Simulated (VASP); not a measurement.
# SnGeTe3 (Cmmm) in VASP: relaxation of cell and atoms with PBE

Aim: the relaxation of cell and atoms of SnGeTe3 with PBE.

All numbers are computed with VASP 6.6.1; they aren't measurements. Logs are shortened: lines on timing, memory, paths and dates and some standing lists are left out, and cuts for length are marked.

### Step 1. The structure

Symmetry: Cmmm, No. 65, orthorhombic system. Conventional cell: a = 7.022 Å, b = 10.472 Å, c = 4.989 Å, α = 90.00°, β = 90.00°, γ = 90.00°. Sn (site symmetry mmm) has 2 Ge at 2.49 Å and 2 Te at 2.50 Å as nearest neighbours. Ge (site symmetry mmm) is surrounded by 2 Sn at 2.49 Å. Te (site symmetry m2m) has 1 Sn at 2.50 Å and 1 Te at 2.73 Å as nearest neighbours. Te (site symmetry mmm) is surrounded by 2 Te at 2.73 Å.

The cell was built by a generator and needn't be a form met in nature.

### Step 2. Relaxation of cell and atoms, PBE

INCAR

```
SYSTEM = SnGeTe3
PREC = Normal ; ENCUT = 520
EDIFF = 1E-4 ; ISMEAR = 0
SIGMA = 0.15 ; LREAL = .FALSE.
LASPH = .TRUE. ; NELM = 60
ALGO = Fast ; ISIF = 3
LWAVE = .FALSE. ; LCHARG = .FALSE.
GGA = PE ; IBRION = 2
NSW = 24 ; EDIFFG = -0.08
```

KPOINTS

```
regular mesh
0
G
  3 3 3
  0 0 0
```

POSCAR

```
SnGeTe3
1.0
    3.5108077400     -5.2358174000      0.0000000000
    3.5108077400      5.2358174000      0.0000000000
    0.0000000000      0.0000000000      4.9894330200
Sn Ge Te
1 1 3
Direct
    0.0000000000      0.0000000000      0.5000000000
    0.0000000000      0.0000000000      0.0000000000
    0.2390275300      0.7609724700      0.5000000000
    0.7609724700      0.2390275300      0.5000000000
    0.5000000000      0.5000000000      0.5000000000
```

Potentials or basis: VASP PAW PBE potentials, release 64 (Sn_d, Ge_d, Te).

Run with:

```bash
> cat potpaw_PBE.64/Sn_d/POTCAR potpaw_PBE.64/Ge_d/POTCAR potpaw_PBE.64/Te/POTCAR > POTCAR
> mpirun -np 1 vasp_std > vasp.out
```

OUTCAR:

```text
SYSTEM = SnGeTe3
   PREC = Normal
   ENCUT = 520
   EDIFF = 1E-4
   ISMEAR = 0
   LREAL = .FALSE.
   LASPH = .TRUE.
   NELM = 60
   ISIF = 3
   GGA = PE
   IBRION = 2
   NSW = 24
   EDIFFG = -0.08

 ion  position               nearest neighbor table
   1  0.000  0.000  0.500-   2 2.49   2 2.49   4 2.50   3 2.50   5 3.51   5 3.51
   2  0.000  0.000  0.000-   1 2.49   1 2.49
   3  0.239  0.761  0.500-   1 2.50   5 2.73   4 3.52   4 3.52
   4  0.761  0.239  0.500-   1 2.50   5 2.73   3 3.52   3 3.52
   5  0.500  0.500  0.500-   3 2.73   4 2.73   1 3.51   1 3.51

  LATTYP: Found a base centered orthorhombic cell.
 ALAT       =     7.0216154800
 B/A-ratio  =     1.4913426732
 C/A-ratio  =     0.7105819215

  Lattice vectors:

 A1 = (   3.5108077400,  -5.2358174000,   0.0000000000)
 A2 = (   3.5108077400,   5.2358174000,   0.0000000000)
 A3 = (   0.0000000000,   0.0000000000,   4.9894330200)

Analysis of symmetry for initial positions (statically):
=====================================================================
 Subroutine PRICEL returns:
 Original cell was already a primitive cell.

 Routine SETGRP: Setting up the symmetry group for a
 base centered orthorhombic supercell.

 Subroutine GETGRP returns: Found  8 space group operations
 (whereof  8 operations were pure point group operations)
 out of a pool of  8 trial point group operations.

The static configuration has the point symmetry D_2h.

Analysis of symmetry for dynamics (positions and initial velocities):
=====================================================================
 Subroutine PRICEL returns:
 Original cell was already a primitive cell.

 Routine SETGRP: Setting up the symmetry group for a
 base centered orthorhombic supercell.

 Subroutine GETGRP returns: Found  8 space group operations
 (whereof  8 operations were pure point group operations)
 out of a pool of  8 trial point group operations.

The dynamic configuration has the point symmetry D_2h.

 Subroutine INISYM returns: Found  8 space group operations
 (whereof  8 operations are pure point group operations),
 and found     1 'primitive' translations

----------------------------------------------------------------------------------------

                                     Primitive cell

  volume of cell :     183.4310

  direct lattice vectors                    reciprocal lattice vectors
     3.510807740 -5.235817400  0.000000000     0.142417369 -0.095496073  0.000000000
     3.510807740  5.235817400  0.000000000     0.142417369  0.095496073  0.000000000
     0.000000000  0.000000000  4.989433020     0.000000000  0.000000000  0.200423574

  length of vectors
     6.303931696  6.303931696  4.989433020     0.171470717  0.171470717  0.200423574

  position of ions in fractional coordinates (direct lattice)
     0.000000000  0.000000000  0.500000000
     0.000000000  0.000000000  0.000000000
     0.239027530  0.760972470  0.500000000
     0.760972470  0.239027530  0.500000000
     0.500000000  0.500000000  0.500000000

  ion indices of the primitive-cell ions
   primitive index   ion index
                 1           1
                 2           2
                 3           3
                 4           4
                 5           5

----------------------------------------------------------------------------------------

 KPOINTS: regular mesh

Automatic generation of k-mesh.
 Grid dimensions read from file:
 generate k-points for:    3    3    3

 Generating k-lattice:

  Cartesian coordinates                     Fractional coordinates (reciprocal lattice)
     0.047472456 -0.031832024  0.000000000     0.333333333  0.000000000  0.000000000
     0.047472456  0.031832024  0.000000000     0.000000000  0.333333333  0.000000000
     0.000000000  0.000000000  0.066807858     0.000000000  0.000000000  0.333333333

  Length of vectors
     0.057156906  0.057156906  0.066807858

  Shift w.r.t. Gamma in fractional coordinates (k-lattice)
     0.000000000  0.000000000  0.000000000

 Subroutine IBZKPT returns following result:
 ===========================================

 Found      8 irreducible k-points:

 Following reciprocal coordinates:
            Coordinates               Weight
  0.000000  0.000000  0.000000      1.000000
  0.333333  0.000000  0.000000      4.000000
  0.333333  0.333333  0.000000      2.000000
 -0.333333  0.333333  0.000000      2.000000
  0.000000  0.000000  0.333333      2.000000
  0.333333  0.000000  0.333333      8.000000
  0.333333  0.333333  0.333333      4.000000
 -0.333333  0.333333  0.333333      4.000000
   k-points           NKPTS =      8   k-points in BZ     NKDIM =      8   number of bands    NBANDS=     27
   number of dos      NEDOS =    301   number of ions     NIONS =      5
   total plane-waves  NPLWV =  36288
   dimension x,y,z NGX =    36 NGY =   36 NGZ =   28
   dimension x,y,z NGXF=    72 NGYF=   72 NGZF=   56
   ions per type =               1   1   3
   NGX,Y,Z   is equivalent  to a cutoff of   9.49,  9.49,  9.33 a.u.
   NGXF,Y,Z  is equivalent  to a cutoff of  18.99, 18.99, 18.66 a.u.
 SYSTEM =  SnGeTe3
   PREC   = normal    normal or accurate (medium, high low for compatibility)
   ISTART =      0    job   : 0-new  1-cont  2-samecut
   ICHARG =      2    charge: 1-file 2-atom 10-const
   ISPIN  =      1    spin polarized calculation?
   LNONCOLLINEAR =      F non collinear calculations
   LSORBIT =      F    spin-orbit coupling
   LASPH  =      T    aspherical Exc in radial PAW
   ENCUT  =  520.0 eV  38.22 Ry    6.18 a.u.  11.72 11.72  9.28*2*pi/ulx,y,z
   NELM   =     60;   NELMIN=  2; NELMDL= -5     # of ELM steps
   EDIFF  = 0.1E-03   stopping-criterion for ELM
   LREAL  =      F    real-space projection
   EDIFFG = -.8E-01   stopping-criterion for IOM
   NSW    =     24    number of steps for IOM
   IBRION =      2    ionic relax: 0-MD 1-quasi-New 2-CG
   NFREE  =      1    steps in history (QN), initial steepest desc. (CG)
   ISIF   =      3    stress and relaxation
   ISYM   =      2    0-nonsym 1-usesym 2-fastsym
   POTIM  = 0.5000    time-step for ionic-motion
   TEBEG  =    0.0;   TEEND  =   0.0 temperature during run
   PSTRESS=    0.0 pullay stress
   NELECT =      46.0000    total number of electrons
   NUPDOWN=      -1.0000    fix difference up-down
   EMIN   =  10.00;   EMAX   =-10.00  energy-range for DOS
   EFERMI =   0.00;   METHOD = LEGACY
   ISMEAR =     0;   SIGMA  =   0.15  broadening in eV -4-tet -1-fermi 0-gaus
   EFERMI_NEDOS =   21; number of points for ismear=-14 and -15
   IALGO  =     68    algorithm
   IMIX   =      4    mixing-type and parameters
     AMIX     =   0.40;   BMIX     =  1.00
     AMIX_MAG =   1.60;   BMIX_MAG =  1.00
  volume/ion in A,a.u.               =      36.69       247.57
  Fermi-wavevector in a.u.,A,eV,Ry     =   1.032373  1.950902 14.501001  1.065793
  Thomas-Fermi vector in A             =   2.166567
   LORBIT       =      0    0 simple, 1 ext, 2 COOP (PROOUT), +10 PAW based schemes
   GGA     = PE    functional components
   LHFCALC =     F    Hartree Fock is set to
   AEXX    =    0.0000 exact exchange contribution
   IVDW    =     0    specifies the selected vdW correction
   LEPSILON=     F    determine dielectric tensor
   LRPA    =     F    only Hartree local field effects (RPA)
 conjugate gradient relaxation of ions
 non-spin polarized calculation
 RMM-DIIS sequential band-by-band and
 Gauss-broadening in eV      SIGMA  =   0.15
  energy-cutoff  :      520.00
  volume of cell :      183.43
 maximum number of plane-waves:      4961
   NGX = 23   NGY = 23   NGZ = 19

--------------------------------------- Ionic step        1  -------------------------------------------

 number of electron      46.0000108 magnetization

 Free energy of the ion-electron system (eV)
  ---------------------------------------------------
  ext. energy  EPLUGINS =         0.00000000
  ---------------------------------------------------
  free energy    TOTEN  =       -13.32021500 eV

  energy without entropy =      -13.29644477  energy(sigma->0) =      -13.30832989

------------------------ aborting loop because EDIFF is reached ----------------------------------------

  FORCE on cell =-STRESS in cart. coord.  units (eV):
  Direction    XX          YY          ZZ          XY          YZ          ZX
  --------------------------------------------------------------------------------------
  -------------------------------------------------------------------------------------
  Total       -1.7675362     27.7888709      6.7707067      0.0000000      0.0000000      0.0000000
  in kB      -15.4385379    242.7217816     59.1387102      0.0000000      0.0000000      0.0000000
  external PRESSURE =      95.4739846 kB  Pullay stress =       0.0000000 kB
[... 98 lines left out ...]
  FREE ENERGIE OF THE ION-ELECTRON SYSTEM (eV)
  ---------------------------------------------------
  free  energy   TOTEN  =       -15.1436107211 eV

  energy  without entropy=      -15.0890984356  energy(sigma->0) =      -15.11635458

[... ionic steps 4 to 17 ...]

--------------------------------------- Ionic step       18  -------------------------------------------

 number of electron      46.0000073 magnetization

------------------------ aborting loop because EDIFF is reached ----------------------------------------

  FORCE on cell =-STRESS in cart. coord.  units (eV):
  Direction    XX          YY          ZZ          XY          YZ          ZX
  --------------------------------------------------------------------------------------
  -------------------------------------------------------------------------------------
  Total       -0.2059377     -0.1585875     -0.2004501      0.0000000      0.0000000      0.0000000
  in kB       -1.6574186     -1.2763369     -1.6132532      0.0000000      0.0000000      0.0000000
  external PRESSURE =      -1.5156696 kB  Pullay stress =       0.0000000 kB
[... 63 lines left out ...]
  energy  without entropy=      -15.7441312453  energy(sigma->0) =      -15.75898890

--------------------------------------- Ionic step       20  -------------------------------------------

 number of electron      46.0000036 magnetization

 Free energy of the ion-electron system (eV)
  ---------------------------------------------------
  ext. energy  EPLUGINS =         0.00000000
  ---------------------------------------------------
  free energy    TOTEN  =       -15.77741263 eV

  energy without entropy =      -15.74879518  energy(sigma->0) =      -15.76310390

 E-fermi :   3.7475     XC(G=0):  -8.0456

 val. band max:        3.7096722515   @ k =   0.3333   0.0000   0.0000
 cond. band min:       3.9211596538   @ k =   0.0000   0.0000   0.0000
 fundamental gap:      0.2114874023
 Fermi energy:         3.7474970703

 k-point     1 :       0.0000    0.0000    0.0000
  band No.  band energies     occupation
      1     -21.7011      2.00000
      2     -21.6795      2.00000
      3     -21.6634      2.00000
      4     -21.6473      2.00000
      5     -21.6170      2.00000
      6     -18.3064      2.00000
[... 261 lines left out ...]
  FREE ENERGIE OF THE ION-ELECTRON SYSTEM (eV)
  ---------------------------------------------------
  free  energy   TOTEN  =       -15.7774126271 eV

  energy  without entropy=      -15.7487951808  energy(sigma->0) =      -15.76310390

 reached required accuracy - stopping structural energy minimisation
```

Wall time 2.8 min (1 thread of AMD EPYC 9R45 (Zen 5), shared host); peak memory 0.19 GiB.

What came out:

```yaml
Free_energy: -15.7774 eV
Relaxed_volume: 39.44 Å³/atom
Relaxed_cell: a = 6.947 Å, b = 6.947 Å, c = 5.293 Å, α = 90.00°, β = 90.00°, γ = 129.47°
Space_group_after_relaxing_to_0.05_Å: Cmmm (No. 65)
Energy_gained_by_relaxing: 491.4 meV/atom
Ionic_steps: 20
Pressure_after_relaxing: 0.1 GPa
Largest_force_after_relaxing: 0.059 eV/Å
Band_gap_on_the_k_mesh: none (metal or under the smearing width)
```

Forces on the atoms (eV/Å):
```
Sn   0.000  0.000  0.000
Ge   0.000  0.000  0.000
Te   0.000  0.059  0.000
Te   0.000 -0.059  0.000
Te   0.000  0.000  0.000
```

The path:
| step | energy change (eV) | largest force (eV/Å) | pressure (GPa) | volume (Å³) |
| --- | --- | --- | --- | --- |
| 1 | 0.0000 | 2.8871 | 9.55 | 183.43 |
| 2 | -1.2479 | 0.0389 | -4.27 | 243.58 |
| 3 | -1.8234 | 0.2439 | -1.44 | 214.77 |
| 4 | -1.8243 | 0.2033 | -1.72 | 216.26 |
| 5 | -1.8246 | 0.2187 | -1.47 | 215.59 |
| 6 | -2.1769 | 0.0299 | -1.20 | 206.92 |
| 7 | -2.2810 | 0.1301 | -0.59 | 202.07 |
| 8 | -2.3492 | 0.3454 | 1.59 | 191.96 |
| 9 | -2.3471 | 0.2321 | 0.47 | 196.30 |
| 10 | -2.3582 | 0.2753 | 0.74 | 194.41 |
| 11 | -2.3586 | 0.3033 | 1.23 | 193.41 |
| 12 | -2.3298 | 0.3286 | 0.99 | 197.34 |
| 13 | -2.4078 | 0.3256 | 1.00 | 195.30 |
| 14 | -2.4347 | 0.2168 | -0.66 | 202.60 |
| 15 | -2.4402 | 0.2456 | -0.39 | 200.33 |
| 16 | -2.4401 | 0.2498 | -0.12 | 200.11 |
| 17 | -2.4402 | 0.2477 | -0.23 | 200.23 |
| 18 | -2.4484 | 0.1968 | -0.15 | 199.07 |
| 19 | -2.4536 | 0.1206 | 0.05 | 197.26 |
| 20 | -2.4572 | 0.0594 | 0.14 | 197.18 |

Final structure:
```xyz
5
Lattice="2.9651 -6.2822 0.0000 2.9651 6.2822 0.0000 0.0000 0.0000 5.2929" Properties=species:S:1:pos:R:3 pbc="T T T"
Sn    2.9651   -6.2822    2.6465
Ge    2.9651   -6.2822    0.0000
Te    2.9651    3.1938    2.6465
Te    2.9651   -3.1938    2.6465
Te    2.9651    0.0000    2.6465
```

Levels at points of the mesh, in eV from the Fermi level:
```tsv
k point	band 20	band 21	band 22	band 23	band 24	band 25	band 26	band 27
(0.00, 0.00, 0.00)	-2.06	-0.78	-0.30	-0.22	0.17	0.72	0.98	3.80
```

Caveat: the k mesh is coarse (spacing up to 0.42 Å⁻¹), so the values aren't converged; the relaxation stopped at a loose force limit of 0.08 eV/Å, so its end isn't a converged minimum. Spin-orbit coupling is left out, which matters for the levels of Te.
